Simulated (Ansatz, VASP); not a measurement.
One calculation of Li4FeN2, two programs

Contents of INCAR:

```
SYSTEM = Li4FeN2
PREC = Accurate ; ENCUT = 520
EDIFF = 1E-7 ; ISMEAR = -1
SIGMA = 0.05 ; LREAL = .FALSE.
LASPH = .TRUE. ; NELM = 150
ALGO = Normal ; ISIF = 2
LWAVE = .FALSE. ; LCHARG = .FALSE.
ISPIN = 2 ; MAGMOM = 3 0 0 0 0 0 0
LORBIT = 11 ; LMAXMIX = 4
GGA = PE ; NBANDS = 28
```

KPOINTS

```
regular mesh
0
G
  9 9 9
  0 0 0
```

POSCAR

```
Li4FeN2
1.0
   -1.8386310966      3.2246499437      4.1540392667
    1.8386310966     -3.2246499437      4.1540392667
    1.8386310966      3.2246499437     -4.1540392667
Fe N Li
1 2 4
Direct
    0.0000000000      0.0000000000      0.0000000000
    0.2231970000      0.2231970000      0.0000000000
    0.7768030000      0.7768030000      0.0000000000
    0.9174160000      0.2516560000      0.6657600000
    0.0825840000      0.7483440000      0.3342400000
    0.4141040000      0.7483440000      0.6657600000
    0.5858960000      0.2516560000      0.3342400000
```

input.yaml

```yaml
crystal:
  lattice:
    - [-1.8386310966, 3.2246499437, 4.1540392667]
    - [1.8386310966, -3.2246499437, 4.1540392667]
    - [1.8386310966, 3.2246499437, -4.1540392667]
  atoms:
    - { symbol: Fe, position: [0.0, 0.0, 0.0], spin: 3.0 }
    - { symbol: "N", position: [0.223197, 0.223197, 0.0] }
    - { symbol: "N", position: [0.776803, 0.776803, 0.0] }
    - { symbol: Li, position: [0.917416, 0.251656, 0.66576] }
    - { symbol: Li, position: [0.082584, 0.748344, 0.33424] }
    - { symbol: Li, position: [0.414104, 0.748344, 0.66576] }
    - { symbol: Li, position: [0.585896, 0.251656, 0.33424] }
hamiltonian:
  xc: pbe
  pseudopotentials: { kind: paw }
magnetization:
  spin_polarized: true
kpoints:
  mp_grid: { grid: [9, 9, 9] }
scf:
  occupations: { method: fermi_dirac, width: 0.05 }
output:
  forces: true
  stress: true
  eigenvalues: true
  write_density: true
  write_potential: true
  elf: true
  volumetric_format: npy
```

Change from the starting cell: volume scaled by 1.06.

Alike in both runs: task single point; functional PBE; k mesh 9 × 9 × 9; occupations fermi-dirac, width 0.05 eV; collinear spin, ferromagnetic start.

|  | VASP | Ansatz |
| --- | --- | --- |
| version | VASP 6.6.1 | Ansatz 0.2.0 |
| potentials or method | VASP PAW PBE potentials, release 64 (Fe, N, Li_sv) | Ansatz PAW |
| plane-wave cutoff (eV) | 520 | 420 |
| valence electrons in the cell | 30 | 38 |

Ansatz gave:

```
gap on the k mesh at the Fermi level (eV)                     : none
rms of the force components (eV/Å)                            : 0.187
net moment per atom (μB)                                      : 0.54
size of the moment on the site where the two differ most (μB) : 2.78
```

Question: Estimate VASP's values.

Answer: gap on the k mesh at the Fermi level (eV): none; rms of the force components (eV/Å): 0.164; net moment per atom (μB): 0.53; size of the moment on the site where the two differ most (μB): 3.15.

Site moments also hang on the region over which each program counts them. Atom by atom the forces differ by 0.023 eV/Å (rms over components). A gap of «none» marks a metal or a gap that the smearing closes. The two sets of potentials don't hold the same shells in valence.

Caveats: a cell with one magnetic atom can't hold antiferromagnetic order, which such compounds often take.
